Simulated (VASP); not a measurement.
Given:

```
WS2
1.0
    1.55287    -2.68964     0.00000
    1.55287     2.68964     0.00000
    0.00000     0.00000    12.10543
W S
2 4
Direct
  0.33333   0.66667   0.25000
  0.66667   0.33333   0.75000
  0.33333   0.66667   0.87764
  0.66667   0.33333   0.37764
  0.66667   0.33333   0.12236
  0.33333   0.66667   0.62236
```

Calculation: rev-vdW-DF2, VASP's PBE PAW potentials (set 64) (plane waves; VASP). Numerical set-up: 520 eV cut-off, 8×8×2 Γ-centred mesh, Gaussian smearing of 0.050 eV, potentials W_sv S.

Task: The ions and cell shape at fixed volume are relaxed. Give the cell that the relaxation ends in.

Result: 
```
WS2
1.0
    1.56933    -2.71816     0.00000
    1.56933     2.71816     0.00000
    0.00000     0.00000    11.85277
W S
2 4
Direct
  0.33333   0.66667   0.25000
  0.66667   0.33333   0.75000
  0.33333   0.66667   0.88335
  0.66667   0.33333   0.38335
  0.66667   0.33333   0.11665
  0.33333   0.66667   0.61665
```
Space group P6_3/mmc (194), at a tolerance of 0.03 Å.

Task: How much energy does the relaxation gain?

Result: The energy (σ→0) changes by -24.4 meV/atom, in 8 ionic steps.

The compound is WS2 in the 2H layered structure. This cell is one point of a volume scan, at 0.94 of the reference volume. Symmetry was kept, so distortions that lower it aren't found.
